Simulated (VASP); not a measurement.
Consider the following.

```
InTe
1.0
    0.00000     3.08132     3.08132
    3.08132     0.00000     3.08132
    3.08132     3.08132     0.00000
In Te
1 1
Direct
  0.00000   0.00000   0.00000
  0.50000   0.50000   0.50000
```

Computed with PBEsol GGA, VASP's PBE PAW potentials (set 64) (plane waves; VASP). Run with 400 eV cut-off, 12×12×12 Γ-centred mesh, tetrahedra with Blöchl corrections, potentials In_d Te.

Unless said otherwise, spin-orbit coupling is left out, though it shifts the bands of the heavy elements here.

**Question.** Tabulate the total density of states (states/eV per cell) against energy (eV; zero at the valence-band maximum or, without a gap, the Fermi level).

**Answer.** 
```
E (eV) | DOS (states/eV)
    -9.91 |  0.00
    -9.57 |  0.00
    -9.22 |  0.00
    -8.88 |  0.00
    -8.53 |  0.00
    -8.19 |  0.00
    -7.84 |  0.00
    -7.49 |  0.00
    -7.15 |  0.00
    -6.80 | ###### 0.41
    -6.46 | ############# 0.86
    -6.11 | ######################## 1.57
    -5.77 | #################### 1.27
    -5.42 | ################ 1.00
    -5.08 | #### 0.28
    -4.73 | ######### 0.59
    -4.39 | ############# 0.85
    -4.04 | ############# 0.82
    -3.69 | ################ 1.01
    -3.35 | ##################### 1.35
    -3.12 | ######################## 1.53
    -2.77 | ####################### 1.49
    -2.43 | ######################## 1.53
    -2.08 | ####################### 1.50
    -1.74 | ######################### 1.58
    -1.39 | ################### 1.24
    -1.05 | ###### 0.39
    -0.70 | ######## 0.50
    -0.36 | ########## 0.66
    -0.01 | ################ 1.04
     0.34 | ############### 0.97
     0.68 | ############ 0.79
     1.03 | ######## 0.48
     1.37 |  0.00
     1.72 | ####### 0.44
     2.06 | ############## 0.92
     2.41 | ####################### 1.47
     2.75 | ####################### 1.47
     3.10 | ######################## 1.54
     3.44 | ############################## 1.92
```
Within 2 eV below the Fermi level the largest weight inside VASP's projection spheres is Te p, then In s.

The structure comes from a computed database's InTe entry (Fm-3m); how it stands against other phases isn't given here. It was relaxed first. The electron count is odd and the run is not spin-polarised, which forces a metal.
